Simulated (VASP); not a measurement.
A convergence study with VASP on SrTe (rock salt): one setting is varied, all else stays as given below, so the limit is that of these other settings.

```xyz
2
Lattice="0.0000 3.3300 3.3300 3.3300 0.0000 3.3300 3.3300 3.3300 0.0000" Properties=species:S:1:pos:R:3 pbc="T T T"
Sr     0.0000     0.0000     0.0000
Te     3.3300     3.3300     3.3300
```

The numbers are results of PBE GGA, VASP's PBE PAW potentials (set 64) (plane waves; VASP 6.6.1), not measurements. The tightest run used: 550 eV cut-off, 16×16×16 Γ-centred mesh, Gaussian smearing of 0.050 eV, potentials Sr_sv Te.

```csv
setting,E (eV/atom),pressure (GPa),irreducible k-points
1×1×1 mesh,0.0251,23.19,1
2×2×2 mesh,-3.8245,3.23,3
3×3×3 mesh,-4.0933,1.37,4
4×4×4 mesh,-4.1238,1.09,8
5×5×5 mesh,-4.1294,1.02,10
```

Task: These are the cheaper rows. Estimate the results at 16×16×16 mesh, and how far the last row shown lies from them.

Result: 
| quantity | tightest run | last row shown is off by |
|---|---|---|
| E (eV/atom) | -4.1311 | 0.0017 |
| pressure (GPa) | 1.00 | 0.03 |

Left out are rungs that failed or repeat a setting and relaxations that didn't move; long series are thinned to 24 rows.

The compound is SrTe in the rock salt structure. The cell was not relaxed at this level.
